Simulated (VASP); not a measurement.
A run of VASP 6.6.1:

The input INCAR:

```
SYSTEM = BaMgAsF
PREC = Accurate
ENCUT = 600
EDIFF = 1E-6
ISMEAR = 0
SIGMA = 0.03
LREAL = .False.
LASPH = .True.
NELM = 80
ALGO = Normal
ISIF = 3
LWAVE = .False.
LCHARG = .False.
GGA = AM
IBRION = 2
NSW = 90
EDIFFG = -0.01
KPAR = 2
```

Contents of KPOINTS:

```
regular mesh
0
Gamma
  6 6 4
  0 0 0
```

Contents of POSCAR:

```
BaMgAsF
1.0
    4.3855000000      0.0000000000      0.0000000000
    0.0000000000      4.3855000000      0.0000000000
    0.0000000000      0.0000000000      9.5918000000
Ba As Mg F
2 2 2 2
Direct
    0.5000000000      0.0000000000      0.1547000000
    0.0000000000      0.5000000000      0.8453000000
    0.5000000000      0.0000000000      0.6610000000
    0.0000000000      0.5000000000      0.3390000000
    0.5000000000      0.5000000000      0.5000000000
    0.0000000000      0.0000000000      0.5000000000
    0.5000000000      0.5000000000      0.0000000000
    0.0000000000      0.0000000000      0.0000000000
```

Potentials or basis: VASP PAW PBE potentials, release 64 (Ba_sv, As, Mg, F).

Launch:

```sh
$ cat potpaw_PBE.64/Ba_sv/POTCAR potpaw_PBE.64/As/POTCAR potpaw_PBE.64/Mg/POTCAR potpaw_PBE.64/F/POTCAR > POTCAR
$ mpirun -np 2 vasp_std > vasp.out
```

Hardware: 2 MPI ranks on AMD EPYC 9R45 (Zen 5), with other jobs on the host.

Task: How long does it take, and how much memory?

Result: Wall time 3.4 min on 2 MPI ranks on AMD EPYC 9R45 (Zen 5) (shared host), peak memory 0.46 GiB a rank. Counts: scf iterations 39, k points 30, ion steps 5.
